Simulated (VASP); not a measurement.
Al3Pd:

```
Pd Al
1.0
     3.94691    0.00000    0.00000
     0.00000    3.94691    0.00000
     0.00000    0.00000    3.94691
Pd Al
1 3
Cartesian
  0.0000 0.0000 0.0000
  1.9735 1.9735 0.0000
  1.9735 0.0000 1.9735
  0.0000 1.9735 1.9735
```

The cell comes from a database or a generator and needn't be the stable form of this composition.

```yaml
Program: VASP 6.6.1
Task: single point
Functional: PBEsol
Potentials_or_basis: VASP PAW PBE potentials, release 64 (Pd, Al)
Cutoff: 520 eV
k_mesh: 7 × 7 × 7
Occupations: fermi-dirac, width 0.05 eV
Spin: no spin polarisation
```

On this cell: pressure -1.8 GPa; largest force zero by symmetry; band gap on the k mesh none (metal or under the smearing width).

The same run follows on a disturbed copy (atoms moved at random, drawn with an rms of 0.05 Å):

```
Pd Al
1.0
     3.94691    0.00000    0.00000
     0.00000    3.94691    0.00000
     0.00000    0.00000    3.94691
Pd Al
1 3
Direct
  0.99924 0.00047 0.00216
  0.48637 0.49260 0.02024
  0.48967 0.00460 0.49874
  0.99742 0.50342 0.50314
```

Question: What changes?

Answer: The energy (extrapolated to zero smearing) moves by +7.5 meV/atom; pressure -1.6 GPa; largest force 0.555 eV/Å; band gap on the k mesh none (metal or under the smearing width).

Forces on the atoms (eV/Å):
```
Pd  -0.087 -0.032 -0.059
Al   0.204  0.197 -0.477
Al   0.145 -0.173  0.307
Al  -0.261  0.007  0.229
```

Stress tensor (GPa, compression positive):
```
-1.66  0.06 -0.11
 0.06 -1.53 -0.19
-0.11 -0.19 -1.51
```

Caveats: the PAW data sets were made with another functional, which shifts forces and pressure a little.
